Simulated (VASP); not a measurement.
Here is the system:

```yaml
crystal:
  lattice:
    - [0.00000, 2.59571, 2.59571]
    - [2.59571, 0.00000, 2.59571]
    - [2.59571, 2.59571, 0.00000]
  atoms:
    - { symbol: Mg, position: [0.00000, 0.00000, 0.00000] }
    - { symbol: S, position: [0.50000, 0.50000, 0.50000] }
```

The numbers are results of r2SCAN meta-GGA, VASP's PBE PAW potentials (set 64) (plane waves; VASP), not measurements. Run with 480 eV cut-off, 8×8×8 Γ-centred mesh, Gaussian smearing of 0.050 eV, potentials Mg S.

Stress in GPa, positive for a compressed cell; the cube axes lie along x, y and z, and the ions stay on their sites.

```tsv
strain	σxx	σyy	σzz
none	0.06	0.06	0.06
εxx = +1.5 %, εzz = +1.5 %	-2.65	-1.25	-2.65
εyy = -1.0 %	0.52	1.70	0.52
εxx = +0.5 %, εyy = +0.5 %, εzz = +0.5 %	-1.12	-1.12	-1.12
εxx = +2.0 %, εyy = +2.0 %, εzz = +2.0 %	-4.22	-4.22	-4.22
```

Problem. Fit C11 and C12 to these rows, and predict the stress for εyy = -4.0 %.

Solution. Least squares on Δσ_i = −C11 ε_i − C12 (ε_j + ε_k) over all components shown gives C11 = 140 GPa and C12 = 39 GPa, and so σxx, σyy, σzz = 1.62, 5.66, 1.62 GPa. The run gave 2.01, 7.94, 2.01 GPa; the difference holds the non-linear terms and numerical noise.

Left out are shears, moved atoms, failed runs and, from the fit, strains over 2.5 %.

The compound is MgS in the rock salt structure.
